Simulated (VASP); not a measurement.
Input for VASP

File KPOINTS:
```
Automatic mesh
0
Gamma
10 10 10
0 0 0
```

### POSCAR
```
MnSi
1
    0.0000000000     2.8867510000     2.8867510000
    2.8867510000     0.0000000000     2.8867510000
    2.8867510000     2.8867510000     0.0000000000
Mn Si
1 1
Direct
  0.0000000000   0.0000000000   0.0000000000
  0.2500000000   0.2500000000   0.2500000000
```

**INCAR**
```
SYSTEM = MnSi
PREC = Accurate; ENCUT = 400; LREAL = .FALSE.
LASPH = .TRUE.
EDIFF = 1E-6; NELM = 100; ALGO = Normal
LMAXMIX = 4
ISMEAR = 1; SIGMA = 0.1
GGA = PS
MAGMOM = 4.0 0.0
ISPIN = 2
IBRION = 2; NSW = 60; ISIF = 3
EDIFFG = -0.01
LWAVE = .FALSE.; LCHARG = .FALSE.; LORBIT = 10
```

POTCAR, in this order: Mn_pv Si (PBE.64 set). Program: vasp_std.

Task: Write an equivalent input for Quantum ESPRESSO's pw.x.

Result: One equivalent input (not run):
```
&CONTROL
  calculation = 'vc-relax'
  pseudo_dir = './pseudo'
  outdir = './out'
  tprnfor = .true.
  tstress = .true.
  nstep = 60
  forc_conv_thr = 0.00039
/
&SYSTEM
  ibrav = 0
  nat = 2
  ntyp = 2
  ecutwfc = 96
  occupations = 'smearing'
  smearing = 'methfessel-paxton'
  degauss = 0.00735
  input_dft = 'pbesol'
  nspin = 2
  starting_magnetization(1) = 0.4
/
&ELECTRONS
  conv_thr = 7.3e-08
  electron_maxstep = 100
/
&IONS
/
&CELL
/
ATOMIC_SPECIES
  Mn 54.938 Mn.upf
  Si 28.085 Si.upf
CELL_PARAMETERS angstrom
     0.0000000    2.8867510    2.8867510
     2.8867510    0.0000000    2.8867510
     2.8867510    2.8867510    0.0000000
ATOMIC_POSITIONS crystal
  Mn   0.0000000  0.0000000  0.0000000
  Si   0.2500000  0.2500000  0.2500000
K_POINTS automatic
  10 10 10 0 0 0
```
What does not carry over: the potentials are each code's own (VASP's PAW set, PseudoDojo norm-conserving files in pw.x), so ENCUT and ecutwfc are chosen apart and not converted; conv_thr bounds pw.x's estimated SCF error, while EDIFF bounds the energy change between steps; starting_magnetization is a fraction of the valence charge and MAGMOM a moment in μB, so they match only roughly; forc_conv_thr acts on force components and is met together with etot_conv_thr.

The structure was generated: MnSi was put into the zinc blende type (F-43m), which need not be its known phase. This run relaxes it. Symmetry was kept, so distortions that lower it aren't found.
